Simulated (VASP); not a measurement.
An input for Ansatz (written as the equivalent of a VASP run, and not itself run):

Ansatz 0.2 input:
```yaml
crystal:
  lattice:
    - [0.0000000, 1.9583760, 1.9583760]
    - [1.9583760, 0.0000000, 1.9583760]
    - [1.9583760, 1.9583760, 0.0000000]
  atoms:
    - { symbol: Li, position: [0.0000000, 0.0000000, 0.0000000] }
    - { symbol: H, position: [0.5000000, 0.5000000, 0.5000000] }
kpoints:
  mp_grid: { grid: [8, 8, 8] }
hamiltonian:
  xc: pbe0
  pseudopotentials: { kind: paw }
scf:
  occupations: { method: gaussian, width: 0.05 }
  max_iter: 60
output: { forces: true, stress: true, eigenvalues: true }
```

### Question
Write the VASP files for the same calculation (PBE0).

### Answer
This is not unique; one that fits is 
File POSCAR:
```
LiH
1.0
  0.0000000000   1.9583760472   1.9583760472
  1.9583760472   0.0000000000   1.9583760472
  1.9583760472   1.9583760472   0.0000000000
Li H
1 1
Cart
  0.0000000000   0.0000000000   0.0000000000
  1.9583760472   1.9583760472   1.9583760472
```

**INCAR**
```
! general
SYSTEM   = LiH
PREC     = Accurate
ENCUT    = 520
LREAL    = .FALSE.
LASPH    = .TRUE.
ISYM     = 3

! electronic loop
EDIFF    = 1E-6
NELM     = 60
ALGO     = Normal

! smearing
ISMEAR   = 0
SIGMA    = 0.05

! functional
GGA      = PE
LHFCALC  = .TRUE.
AEXX     = 0.25
HFRCUT   = -1
PRECFOCK = Fast

! ions
ISIF     = 2

! output
LWAVE    = .FALSE.
LCHARG   = .FALSE.
```

### KPOINTS
```
Automatic
0
Gamma
 8 8 8
```

POTCAR, in this order: Li_sv H (PBE.64 set). Program: vasp_std. Read from the step before: WAVECAR.

What does not carry over: each code has its own PAW files, so the cut-off isn't converted (ENCUT is set for VASP's; basis.ecutwfc is left out, and Ansatz then takes the one that its files recommend); Ansatz stops its SCF on the density residual and VASP on the energy change (EDIFF).

The compound is LiH in the rock salt structure. This cell is one point of a volume scan, at 0.94 of the reference volume.
